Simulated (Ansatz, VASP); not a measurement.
**One calculation of CuW2, two programs**

File INCAR:

```
SYSTEM = CuW2
ALGO = Normal ; EDIFF = 1E-6
EDIFFG = -0.01 ; ENCUT = 600
GGA = PE ; IBRION = 2
ISIF = 3 ; ISMEAR = 0
LASPH = .TRUE. ; LCHARG = .FALSE.
LREAL = .FALSE. ; LWAVE = .FALSE.
NELM = 100 ; NSW = 100
PREC = Accurate ; SIGMA = 0.1
```

Contents of KPOINTS:

```
k-points
0
G
  12 12 18
  0 0 0
```

POSCAR

```
CuW2
1.0
    4.4970334031      0.0000000000      0.0000000000
   -2.2485167015      3.8945451687      0.0000000000
    0.0000000000      0.0000000000      2.6481323770
Cu W
1 2
Direct
    0.0000000000      0.0000000000      0.5000000000
    0.6666666667      0.3333333333      0.0000000000
    0.3333333333      0.6666666667      0.0000000000
```

Input for Ansatz:

```yaml
crystal:
  lattice:
    - [4.4970334031, 0.0, 0.0]
    - [-2.2485167015, 3.8945451687, 0.0]
    - [0.0, 0.0, 2.648132377]
  atoms:
    - { symbol: Cu, position: [0.0, 0.0, 0.5] }
    - { symbol: W, position: [0.6666666667, 0.3333333333, 0.0] }
    - { symbol: W, position: [0.3333333333, 0.6666666667, 0.0] }
basis:
  ecutwfc: 420
kpoints:
  mp_grid: { grid: [12, 12, 18] }
hamiltonian:
  xc: pbe
scf:
  occupations: { method: gaussian, width: 0.1 }
output:
  forces: true
  stress: true
  eigenvalues: true
relax:
  adjacent_minimum: "off"
  f_tol: 0.01
  max_steps: 80
  cell: { stress_tol: 0.05 }
```

Alike in both runs: task relaxation of cell and atoms; functional PBE; k mesh 12 × 12 × 18; occupations gaussian, width 0.1 eV; no spin polarisation.

|  | VASP | Ansatz |
| --- | --- | --- |
| version | VASP 6.6.1 | Ansatz 0.2.0 |
| potentials or method | VASP PAW PBE potentials, release 64 (Cu, W_sv) | scalar-relativistic, plane waves, PAW |
| plane-wave cutoff (eV) | 600 | 420 |
| valence electrons in the cell | 39 | 47 |

|  | VASP | Ansatz | Ansatz less VASP |
| --- | --- | --- | --- |
| gap on the k mesh at the Fermi level, each at its own relaxed structure (eV) | none | none | - |
| relaxed volume (Å³/atom) | 15.52 | 15.47 | -0.049 |
| relaxed cell length with the largest relative difference (Å) | 4.508 | 4.503 | -0.0050 |

A gap of «none» marks a metal or a gap that the smearing closes. The two sets of potentials don't hold the same shells in valence.

The runs have no spin-orbit coupling, so splittings on W are missing.
